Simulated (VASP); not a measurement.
# Initial- and final-state core-level shifts of Mo9W, part 2 of 3

Aim: how the core levels of Mo9W differ from atom to atom, with and without the screening of the hole.

VASP 6.6.1, plane waves and PAW; the level of theory is named at each step.

So far: The structure; Relaxation.

### 2. Relaxation (continued)

Level of this step: PBEsol; plane waves and PAW (W, Mo_sv) (VASP).

Step by step:

```
step  energy less that of the first step (eV)  largest force (eV/Å)
   1                                   0.0000                2.1541
   2                                  -1.3102                1.0550
   3                                  -1.4740                0.5323
   4                                  -1.4796                0.5785
   5                                  -1.6473                0.4411
   6                                  -1.7729                0.2479
   7                                  -1.7732                0.2441
   8                                  -1.7807                0.1623
   9                                  -1.7866                0.0252
```

The atoms that moved most (Å):

```
atom     dx     dy      dz  length
  W1  0.000  0.000  -0.242   0.242
  W2  0.000  0.000   0.242   0.242
 Mo3  0.000  0.000  -0.203   0.203
 Mo4  0.000  0.000  -0.203   0.203
Mo18  0.000  0.000   0.203   0.203
Mo19  0.000  0.000   0.203   0.203
Mo20  0.000  0.000   0.199   0.199
 Mo5  0.000  0.000  -0.199   0.199
```

Final coordinates:

```xyz
20
Lattice="6.3200 0.0000 0.0000 0.0000 6.3200 0.0000 0.0000 0.0000 20.3200" Properties=species:S:1:pos:R:3
W     0.0000    0.0000   13.0776
W     0.0000    0.0000    7.2424
Mo    3.1600    0.0000   13.1172
Mo    0.0000    3.1600   13.1172
Mo    3.1600    3.1600   13.1213
Mo    1.5846    1.5846   11.7530
Mo    4.7354    1.5846   11.7530
Mo    1.5846    4.7354   11.7530
Mo    4.7354    4.7354   11.7530
Mo    0.0000    0.0000   10.1600
Mo    3.1600    0.0000   10.1600
Mo    0.0000    3.1600   10.1600
Mo    3.1600    3.1600   10.1600
Mo    1.5846    1.5846    8.5670
Mo    4.7354    1.5846    8.5670
Mo    1.5846    4.7354    8.5670
Mo    4.7354    4.7354    8.5670
Mo    3.1600    0.0000    7.2028
Mo    0.0000    3.1600    7.2028
Mo    3.1600    3.1600    7.1987
```

This step gave:

- free energy (TOTEN): -220.5587 eV
- energy at zero smearing: -220.4831 eV
- Fermi energy: 2.184 eV

The forces on the free atoms are under 0.05 eV/Å.

### 3. Initial state

The cell without a hole gives, with ICORELEVEL = 1, the Kohn-Sham core levels of the initial state.

The input, INCAR:

```
SYSTEM = Mo9W
PREC = Normal
ENCUT = 330
EDIFF = 1E-05
NELM = 120
ISMEAR = 0
SIGMA = 0.1
LREAL = Auto
ALGO = Fast
GGA = PS
NBANDS = 163
LASPH = .TRUE.
LORBIT = 11
LWAVE = .FALSE.
LCHARG = .FALSE.
NCORE = 8
ICORELEVEL = 1
ISIF = 0
LVHAR = .TRUE.
```

The input, POSCAR:

```
Mo9W
1.0
    6.3200000000      0.0000000000      0.0000000000
    0.0000000000      6.3200000000      0.0000000000
    0.0000000000      0.0000000000     20.3200000000
W Mo
2 18
Direct
    0.0000000000      0.0000000000      0.6435836181
    0.0000000000      0.0000000000      0.3564163819
    0.5000000000      0.0000000000      0.6455333685
    0.0000000000      0.5000000000      0.6455333685
    0.5000000000      0.5000000000      0.6457327448
    0.2507229679      0.2507229679      0.5783979177
    0.7492770321      0.2507229679      0.5783979177
    0.2507229679      0.7492770321      0.5783979177
    0.7492770321      0.7492770321      0.5783979177
    0.0000000000      0.0000000000      0.5000000000
    0.5000000000      0.0000000000      0.5000000000
    0.0000000000      0.5000000000      0.5000000000
    0.5000000000      0.5000000000      0.5000000000
    0.2507229679      0.2507229679      0.4216020823
    0.7492770321      0.2507229679      0.4216020823
    0.2507229679      0.7492770321      0.4216020823
    0.7492770321      0.7492770321      0.4216020823
    0.5000000000      0.0000000000      0.3544666315
    0.0000000000      0.5000000000      0.3544666315
    0.5000000000      0.5000000000      0.3542672552
```

The input, KPOINTS:

```
Automatic mesh
0
Gamma
3 3 1
0 0 0
```

PAW data sets: W and Mo_sv (PBE family, release 64).

Started as:

```
$ mpirun -np 8 vasp_std
```

What it wrote:

```text
[banner, memory and clock lines left out]
running    8 mpi-ranks, on    1 nodes
 distrk:  each k-point on    8 cores,    1 groups
 distr:  one band on    8 cores,    1 groups

 POSCAR found type information on POSCAR W Mo
 POSCAR found :  2 types and      20 ions
 [... a notice as in an earlier step ...]

 [... a notice as in an earlier step ...]

 LDA part: xc-table for (Slater+PW92), standard interpolation
 POSCAR, INCAR and KPOINTS ok, starting setup
 FFT: planning ... GRIDC
 FFT: planning ... GRID_SOFT
 FFT: planning ... GRID
 WAVECAR not read
 entering main loop
       N       E                     dE             d eps       ncg     rms          rms(c)
DAV:   1     0.198465815332E+04    0.19847E+04   -0.14325E+05  1402   0.106E+03
DAV:   2    -0.143075630213E+03   -0.21277E+04   -0.20485E+04  1092   0.373E+02
DAV:   3    -0.237670379669E+03   -0.94595E+02   -0.90547E+02  1316   0.624E+01
DAV:   4    -0.241626755180E+03   -0.39564E+01   -0.38396E+01  1284   0.955E+00
DAV:   5    -0.241814720370E+03   -0.18797E+00   -0.18588E+00  1308   0.168E+00    0.667E+01
RMM:   6    -0.233995935125E+03    0.78188E+01   -0.10853E+02  1256   0.171E+01    0.294E+01
RMM:   7    -0.256892228050E+03   -0.22896E+02   -0.14578E+02  1408   0.198E+01    0.370E+01
RMM:   8    -0.220365236170E+03    0.36527E+02   -0.49674E+01  1254   0.124E+01    0.792E+00
RMM:   9    -0.220746745688E+03   -0.38151E+00   -0.10330E+01  1374   0.402E+00    0.607E+00
RMM:  10    -0.220892711175E+03   -0.14597E+00   -0.19596E+00  1442   0.149E+00    0.614E+00
RMM:  11    -0.220631591760E+03    0.26112E+00   -0.41815E-01  1223   0.114E+00    0.541E+00
RMM:  12    -0.221659813394E+03   -0.10282E+01   -0.42253E+00  1512   0.257E+00    0.764E+00
RMM:  13    -0.222158224535E+03   -0.49841E+00   -0.13825E+00  1461   0.155E+00    0.885E+00
RMM:  14    -0.221405764020E+03    0.75246E+00   -0.30225E-01  1330   0.102E+00    0.685E+00
RMM:  15    -0.220995894294E+03    0.40987E+00   -0.27955E-01  1354   0.683E-01    0.509E+00
RMM:  16    -0.220737939212E+03    0.25796E+00   -0.33107E-01  1457   0.620E-01    0.347E+00
RMM:  17    -0.220685944125E+03    0.51995E-01   -0.85409E-02  1443   0.309E-01    0.289E+00
RMM:  18    -0.220626010871E+03    0.59933E-01   -0.81217E-02  1437   0.309E-01    0.212E+00
RMM:  19    -0.220569948441E+03    0.56062E-01   -0.13145E-01  1496   0.395E-01    0.103E+00
RMM:  20    -0.220559397016E+03    0.10551E-01   -0.54376E-02  1466   0.232E-01    0.533E-01
RMM:  21    -0.220559929149E+03   -0.53213E-03   -0.89616E-03  1432   0.107E-01    0.428E-01
RMM:  22    -0.220560198048E+03   -0.26890E-03   -0.54439E-02  1506   0.263E-01    0.342E-01
RMM:  23    -0.220559739556E+03    0.45849E-03   -0.53400E-03  1361   0.894E-02    0.276E-01
RMM:  24    -0.220558421122E+03    0.13184E-02   -0.17562E-03  1269   0.562E-02    0.132E-01
RMM:  25    -0.220558211769E+03    0.20935E-03   -0.10490E-03  1154   0.360E-02    0.488E-02
RMM:  26    -0.220558349895E+03   -0.13813E-03   -0.13730E-04  1031   0.160E-02    0.514E-02
RMM:  27    -0.220558472931E+03   -0.12304E-03   -0.11588E-04  1060   0.144E-02    0.271E-02
RMM:  28    -0.220558581314E+03   -0.10838E-03   -0.14693E-04  1093   0.131E-02    0.146E-02
RMM:  29    -0.220558694038E+03   -0.11272E-03   -0.96839E-05  1066   0.103E-02    0.370E-02
RMM:  30    -0.220558711126E+03   -0.17089E-04   -0.22923E-05   810   0.825E-03    0.174E-02
RMM:  31    -0.220558718469E+03   -0.73426E-05   -0.79104E-06   579   0.368E-03
   1 F= -.22055872E+03 E0= -.22048302E+03  d E =-.151391E+00
```

Run time: 28 s. Hardware: 8 MPI ranks of Intel Xeon 6975P-C (Granite Rapids), shared host; peak memory 1.1 GiB.

OUTCAR, selected parts (step 3):

```text
The static configuration has the point symmetry D_4h.

 Found      3 irreducible k-points:

   NELECT =     264.0000    total number of electrons

 the core state eigenenergies are
   1-  1s -69460.5226  2s -11981.2810  2p -10474.8756  3s  -2754.0024  3p  -2308.1147
       3d  -1796.0708  4s   -562.4858  4p   -416.2697  4d   -231.1457  4f    -26.0333
       5s    -71.6844  5p    -35.8842
   2-  1s -69460.5226  2s -11981.2810  2p -10474.8756  3s  -2754.0024  3p  -2308.1147
       3d  -1796.0708  4s   -562.4858  4p   -416.2697  4d   -231.1457  4f    -26.0333
       5s    -71.6844  5p    -35.8842
   3-  1s -19813.7206  2s  -2793.7588  2p  -2496.7729  3s   -470.9372  3p   -373.6441
       3d   -215.4611
   4-  1s -19813.7206  2s  -2793.7588  2p  -2496.7729  3s   -470.9372  3p   -373.6441
       3d   -215.4611
   5-  1s -19813.6992  2s  -2793.7329  2p  -2496.7473  3s   -470.9135  3p   -373.6204
       3d   -215.4369
   6-  1s -19813.7118  2s  -2793.8788  2p  -2496.8807  3s   -471.0698  3p   -373.7769
       3d   -215.6003
   7-  1s -19813.7118  2s  -2793.8788  2p  -2496.8807  3s   -471.0698  3p   -373.7769
       3d   -215.6003
   8-  1s -19813.7118  2s  -2793.8788  2p  -2496.8807  3s   -471.0698  3p   -373.7769
       3d   -215.6003
   9-  1s -19813.7118  2s  -2793.8788  2p  -2496.8807  3s   -471.0698  3p   -373.7769
       3d   -215.6003
  10-  1s -19814.0443  2s  -2794.2119  2p  -2497.2143  3s   -471.3809  3p   -374.0878
       3d   -215.9131
  11-  1s -19813.9757  2s  -2794.1385  2p  -2497.1412  3s   -471.3097  3p   -374.0167
       3d   -215.8415
  12-  1s -19813.9757  2s  -2794.1385  2p  -2497.1412  3s   -471.3097  3p   -374.0167
       3d   -215.8415
  13-  1s -19814.0205  2s  -2794.1825  2p  -2497.1854  3s   -471.3530  3p   -374.0599
       3d   -215.8848
  14-  1s -19813.7118  2s  -2793.8788  2p  -2496.8807  3s   -471.0698  3p   -373.7769
       3d   -215.6003
  15-  1s -19813.7118  2s  -2793.8788  2p  -2496.8807  3s   -471.0698  3p   -373.7769
       3d   -215.6003
  16-  1s -19813.7118  2s  -2793.8788  2p  -2496.8807  3s   -471.0698  3p   -373.7769
       3d   -215.6003
  17-  1s -19813.7118  2s  -2793.8788  2p  -2496.8807  3s   -471.0698  3p   -373.7769
       3d   -215.6003
  18-  1s -19813.7206  2s  -2793.7588  2p  -2496.7729  3s   -470.9372  3p   -373.6441
       3d   -215.4611
  19-  1s -19813.7206  2s  -2793.7588  2p  -2496.7729  3s   -470.9372  3p   -373.6441
       3d   -215.4611
  20-  1s -19813.6992  2s  -2793.7329  2p  -2496.7473  3s   -470.9135  3p   -373.6204
       3d   -215.4369

 E-fermi :   2.1838

 k-point     1 :       0.0000    0.0000    0.0000
  band No.  band energies     occupation
    ...
    127       1.9208      1.99980
    128       1.9931      1.99297
    129       1.9931      1.99297
    130       2.0803      1.85669
    131       2.1005      1.76077
    132       2.2981      0.10592
    133       2.2981      0.10592
    134       2.3558      0.01497
    135       2.6391      0.00000
    136       2.6391      0.00000
    ...

 k-point     2 :       0.3333    0.0000    0.0000
  band No.  band energies     occupation
    ...
    126       1.6628      2.00000
    127       1.7153      2.00000
    128       1.9564      1.99870
    129       1.9689      1.99762
    130       2.1654      1.20477
    131       2.2877      0.14145
    132       2.2881      0.13988
    133       2.3650      0.01035
    134       2.3717      0.00785
    135       2.4194      0.00086
    ...

 POSITION                                       TOTAL-FORCE (eV/Angst)
 -----------------------------------------------------------------------------------
      0.00000      0.00000     13.07762         0.000000     -0.000000     -0.010606
      0.00000      0.00000      7.24238         0.000000     -0.000000      0.010606
      3.16000      0.00000     13.11724        -0.000000     -0.000000     -0.002086
      0.00000      3.16000     13.11724         0.000000      0.000000     -0.002086
      3.16000      3.16000     13.12129        -0.000000     -0.000000     -0.013227
      1.58457      1.58457     11.75305        -0.013586     -0.013586      0.013594
      4.73543      1.58457     11.75305         0.013586     -0.013586      0.013594
      1.58457      4.73543     11.75305        -0.013586      0.013586      0.013594
      4.73543      4.73543     11.75305         0.013586      0.013586      0.013594
      0.00000      0.00000     10.16000         0.000000     -0.000000     -0.000000
      3.16000      0.00000     10.16000         0.000000     -0.000000     -0.000000
      0.00000      3.16000     10.16000         0.000000     -0.000000     -0.000000
      3.16000      3.16000     10.16000         0.000000     -0.000000     -0.000000
      1.58457      1.58457      8.56695        -0.013586     -0.013586     -0.013594
      4.73543      1.58457      8.56695         0.013586     -0.013586     -0.013594
      1.58457      4.73543      8.56695        -0.013586      0.013586     -0.013594
      4.73543      4.73543      8.56695         0.013586      0.013586     -0.013594
      3.16000      0.00000      7.20276         0.000000      0.000000      0.002086
      0.00000      3.16000      7.20276        -0.000000      0.000000      0.002086
      3.16000      3.16000      7.19871         0.000000      0.000000      0.013227
 -----------------------------------------------------------------------------------
    total drift:                                0.000000      0.000000      0.000000

  FREE ENERGIE OF THE ION-ELECTRON SYSTEM (eV)
  ---------------------------------------------------
  free  energy   TOTEN  =      -220.5587184688 eV

  energy  without entropy=     -220.4073274302  energy(sigma->0) =     -220.48302295

 total charge
# of ion       s       p       d       tot
------------------------------------------
    1        0.707   0.422   4.154   5.284
    2        0.707   0.422   4.154   5.284
    3        2.377   6.095   3.982  12.454
    4        2.377   6.095   3.982  12.454
    5        2.378   6.092   3.995  12.465
    6        2.405   6.211   3.991  12.607
    7        2.405   6.211   3.991  12.607
    8        2.405   6.211   3.991  12.607
    9        2.405   6.211   3.991  12.607
   10        2.385   6.204   3.891  12.479
   11        2.383   6.201   3.901  12.486
   12        2.383   6.201   3.901  12.486
   13        2.382   6.202   3.905  12.489
   14        2.405   6.211   3.991  12.607
   15        2.405   6.211   3.991  12.607
   16        2.405   6.211   3.991  12.607
   17        2.405   6.211   3.991  12.607
   18        2.377   6.095   3.982  12.454
   19        2.377   6.095   3.982  12.454
   20        2.378   6.092   3.995  12.465
--------------------------------------------------
tot         44.448 111.907  79.758 236.113

[... 7 parts as in an earlier step ...]

[... 2 further parts left out ...]
```

These are scalar-relativistic Kohn-Sham levels of the ground state, with no core hole, so they are not binding energies.

This step gave:

```yaml
energy_at_zero_smearing: -220.4830 eV
```

The two shallowest core shells; atoms whose shallowest level rounds to another's at 0.01 eV are left out. Core levels, by row:

```
atom  shell  level below the Fermi level (eV)
  W1     5p                             38.07
  W1     4f                             28.22
 Mo3     3p                             375.8
 Mo3     3d                             217.6
 Mo5     3p                             375.8
 Mo5     3d                             217.6
 Mo6     3p                               376
 Mo6     3d                             217.8
Mo10     3p                             376.3
Mo10     3d                             218.1
Mo11     3p                             376.2
Mo11     3d                               218
Mo13     3p                             376.2
Mo13     3d                             218.1
```

[end of part 2 of 3]

[Lines on the potential files, build, host, timing and source positions are cut from VASP's logs without a mark.]

[Logs are printed without paths, hosts, clocks, repeated set-up lines and the standing remarks that a program may print on its own settings, such as how far it seeks lower states.]

[Hosts, paths, dates, database ids (printed as entryN), source tags and the programs' standing remarks are cut or masked in the printed files.]
